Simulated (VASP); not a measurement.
## CdTe3C: single point with PBE

CdTe3C:

```
Cd C Te
1.0
     5.02000    0.00000    0.00000
     0.00000    5.02000    0.00000
     0.00000    0.00000    5.02000
Cd C Te
1 1 3
Direct
  0.00000 0.00000 0.00000
  0.50000 0.50000 0.50000
  0.50000 0.50000 0.00000
  0.50000 0.00000 0.50000
  0.00000 0.50000 0.50000
```

The cell comes from a database or a generator and needn't be the stable form of this composition.

```yaml
Program: VASP 6.6.1
Task: single point
Functional: PBE
Potentials_or_basis: VASP PAW PBE potentials, release 64 (Cd, C, Te)
Cutoff: 520 eV
k_mesh: 4 × 4 × 4
Occupations: gaussian, width 0.05 eV
Spin: no spin polarisation
Dipole_correction: no
Further_INCAR_settings: ALGO = Normal; EDIFF = 1e-06; NBANDS = 25
```

```yaml
Pressure: -3.9 GPa
Band_gap_on_the_k_mesh: none (metal or under the smearing width)
```

Levels at points of the mesh, in eV from the Fermi level:
```tsv
k point	band 13	band 14	band 15	band 16	band 17	band 18	band 19	band 20	band 21	band 22
(0.00, 0.00, 0.00)	-1.18	-1.03	-1.03	-1.03	-0.85	-0.85	-0.85	4.77	4.77	4.82
(0.50, 0.00, 0.00)	-2.33	-2.33	-1.57	-0.59	-0.59	-0.58	0.32	2.50	3.01	4.55
(0.50, 0.50, 0.00)	-2.28	-1.85	-1.85	-0.09	-0.09	0.36	0.43	0.55	1.27	2.47
(0.50, 0.50, 0.50)	-2.38	0.01	0.01	0.01	0.51	0.51	0.61	1.28	1.28	1.28
```

Wall time 47 s on 1 thread of Intel(R) Xeon(R) Platinum 8488C (Sapphire Rapids), with other jobs on the host, peak memory 0.25 GiB.

The run has no spin-orbit coupling, so splittings on Te are missing.
